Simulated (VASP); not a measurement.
Level of theory: PBE GGA, VASP's PBE PAW potentials (set 64) (plane waves; VASP). For the first row: Numerical set-up: 520 eV cut-off, 8×8×8 Γ-centred mesh, Gaussian smearing of 0.050 eV, potentials Zn Se.

```
system              energy (eV/atom)
------------------  ----------------
ZnSe (zinc blende)           -3.0163
Zn atom                      -0.0110
Se atom                      -0.8862
```

Atoms are spin-polarised in a large box without symmetry, with the spin fixed by Hund's rule, and may not be in the lowest state of each functional; no zero-point energy is added.

Problem. What is the cohesive energy per atom of ZnSe?

Solution. The references average (1×(-0.0110) + 1×(-0.8862))/2 = -0.4486 eV, so the cohesive energy is -0.4486 − (-3.0163) = 2.568 eV/atom.
